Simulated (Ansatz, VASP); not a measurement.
One calculation of Tl2Pb, two programs

```
Tl Pb
1.0
     0.00000    3.79467    3.79467
     3.79467    0.00000    3.79467
     3.79467    3.79467    0.00000
Tl Pb
2 1
Direct
  0.25000 0.25000 0.25000
  0.75000 0.75000 0.75000
  0.00000 0.00000 0.00000
```

Change from the starting cell: species swapped into the Mg2Ge type (Fm-3m, No. 225).

Alike in both runs: functional PBE; k mesh 10 × 10 × 10; occupations gaussian, width 0.1 eV; no spin polarisation.

Ansatz relaxed the structure, and its values are those at the end. VASP's run is a single point on that final structure, the one shown.

|  | VASP | Ansatz |
| --- | --- | --- |
| version | VASP 6.6.1 | Ansatz 0.2.0 |
| potentials or method | VASP PAW PBE potentials, release 64 (Tl_d, Pb_d) | scalar-relativistic, plane waves, PAW |
| plane-wave cutoff (eV) | 520 | 420 |
| valence electrons in the cell | 40 | 40 |

```csv
,VASP,Ansatz,Ansatz less VASP
gap on the k mesh at the Fermi level (eV),none,none,-
pressure (GPa),-0.1,0.0,+0.05
```

A gap of «none» marks a metal or a gap that the smearing closes. With one functional, cell and mesh, what is left measures potentials, basis and numerics.

Spin-orbit coupling is left out, which matters for the levels of Pb, Tl.
